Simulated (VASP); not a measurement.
A convergence study with VASP on K (space group Im-3m): a few settings are varied, all else stays as given below, so the limit is that of these other settings.

```xyz
1
Lattice="-2.6532 2.6532 2.6532 2.6532 -2.6532 2.6532 2.6532 2.6532 -2.6532" Properties=species:S:1:pos:R:3 pbc="T T T"
K      0.0000     0.0000     0.0000
```

These are PBE GGA, VASP's PBE PAW potentials (set 64) (plane waves; VASP) values and carry that method's errors. The last row used: 300 eV cut-off, 9×9×9 Γ-centred mesh, Fermi-Dirac smearing of 0.10 eV, potentials K_sv.

```
setting        E (eV/atom)  pressure (GPa)  irreducible k-points
-------------  -----------  --------------  --------------------
EDIFF = 1E-01      -1.0475           -0.71                    35
EDIFF = 1E-02      -1.0475           -0.69                    35
EDIFF = 1E-03      -1.0475             [?]                    35
EDIFF = 1E-04      -1.0478             [?]                    35
EDIFF = 1E-05      -1.0478           -0.19                    35
EDIFF = 1E-06      -1.0478           -0.17                    35
EDIFF = 1E-07      -1.0478           -0.17                    35
EDIFF = 1E-08      -1.0478           -0.17                    35
EDIFF = 1E-10      -1.0478           -0.17                    35
EDIFF = 1E-12      -1.0478           -0.17                    35
```

Problem. Complete the blanks.

Solution. 
- EDIFF = 1E-04, pressure (GPa): -0.23
- EDIFF = 1E-03, pressure (GPa): -0.67

Left out are rungs that failed or repeat a setting and relaxations that didn't move; long series are thinned to 24 rows.

The structure is a typed K crystal (space group no. 229). The cell was not relaxed at this level.
